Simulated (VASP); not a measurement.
These are PBEsol GGA, VASP's PBE PAW potentials (set 64) (plane waves; VASP 6.6.1) values and carry that method's errors.

VASP input:

**KPOINTS**
```
Automatic mesh
0
Gamma
10 10 10
0 0 0
```

### POSCAR
```
NiSi2
1
    0.0000000000     2.6478303237     2.6478303237
    2.6478303237     0.0000000000     2.6478303237
    2.6478303237     2.6478303237     0.0000000000
Si Ni
2 1
Direct
  0.2500000000   0.2500000000   0.2500000000
  0.7500000000   0.7500000000   0.7500000000
  0.0000000000   0.0000000000   0.0000000000
```

INCAR:
```
SYSTEM = NiSi2
PREC = Accurate; ENCUT = 480; LREAL = .FALSE.
LASPH = .TRUE.
EDIFF = 1E-7; NELM = 100; ALGO = Normal
LMAXMIX = 4
ISMEAR = 1; SIGMA = 0.1
GGA = PS
IBRION = 2; NSW = 40; ISIF = 3
EDIFFG = -0.01; PSTRESS = 100
LWAVE = .FALSE.; LCHARG = .FALSE.
```

POTCAR, in this order: Si Ni (PBE.64 set). Program: vasp_std.

Problem. What will the output report for the number of irreducible k-points (NKPTS), number of bands (NBANDS), largest plane-wave count, number of space-group operations, FFT grid (NGX, NGY, NGZ)?

Solution. 
```json
{
 "number of irreducible k-points (NKPTS)": "47",
 "number of bands (NBANDS)": "13",
 "largest_plane_wave_count": "907",
 "number_of_space_group_operations": "48",
 "FFT grid (NGX, NGY, NGZ)": "28 × 28 × 28"
}
```

The compound is NiSi2 in the fluorite structure. It was relaxed first under an external pressure of 10 GPa. The run is not spin-polarised, so no magnetic state was tried.
